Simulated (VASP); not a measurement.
These are PBE GGA with D3 dispersion (Becke-Johnson damping), VASP's PBE PAW potentials (set 64) (plane waves; VASP) values and carry that method's errors.

The input files of a VASP run:

POSCAR:
```
Bi2Se3
1
    9.5692306134    -2.0711922462    -0.0071973356
    9.5692306134     2.0711922462    -0.0071973356
    9.1236131006     0.0000000000     3.5524287017
Bi Se
2 3
Direct
  0.4006570845   0.4006570845   0.4006570845
  0.5993429155   0.5993429155   0.5993429155
  0.0000000000   0.0000000000   0.0000000000
  0.2106075996   0.2106075996   0.2106075996
  0.7893924004   0.7893924004   0.7893924004
```

KPOINTS:
```
Automatic mesh
0
Gamma
7 7 7
0 0 0
```

**INCAR**
```
# general
SYSTEM   =  Bi2Se3
PREC     =  Accurate
ENCUT    =  520   # plane-wave cut-off (eV)
LREAL    =  F   # projection in real space or not
LASPH    =  T

# electronic loop
EDIFF    =  1E-7
NELM     =  100
ALGO     =  Normal
LMAXMIX  =  4   # l cut-off of mixed one-centre charges

# smearing
ISMEAR   =  -5   # tetrahedra, Bloechl

# functional
GGA      =  PE
IVDW     =  12

# ions
ISIF     =  2

# output
LWAVE    =  F
LCHARG   =  T
LORBIT   =  11   # lm-projected
NEDOS    =  601   # DOS grid

# other
LEFG     =  T
```

POTCAR, in this order: Bi_d Se (PBE.64 set). Program: vasp_std.

Unless said otherwise, spin-orbit coupling is left out, though it shifts the bands of the heavy elements here.

Q: Predict the energy per atom (σ→0), dispersion energy, band gap (on the k-mesh).

A: 
```yaml
energy per atom (σ→0): -4.432 eV/atom
dispersion_energy: -2.014 eV
band gap (on the k-mesh): 0.16 eV
```

**OSZICAR**
```
...
DAV:  10    -0.201477080919E+02   -0.28259E-03   -0.28247E-03  2752   0.280E-01    0.611E-02
DAV:  11    -0.201478153593E+02   -0.10727E-03   -0.51266E-04  3352   0.124E-01    0.397E-02
DAV:  12    -0.201478355762E+02   -0.20217E-04   -0.98611E-05  3140   0.657E-02    0.187E-02
DAV:  13    -0.201478364047E+02   -0.82849E-06   -0.28181E-05  3100   0.446E-02    0.559E-03
DAV:  14    -0.201478363893E+02    0.15443E-07   -0.25784E-06  2752   0.993E-03    0.154E-03
DAV:  15    -0.201478365427E+02   -0.15338E-06   -0.83395E-07  2500   0.492E-03    0.107E-03
DAV:  16    -0.201478365200E+02    0.22637E-07   -0.41812E-08  1696   0.172E-03
   1 F= -.22162231E+02 E0= -.22162231E+02  d E =0.000000E+00
```

The compound is Bi2Se3 in the tetradymite structure. It was relaxed first.
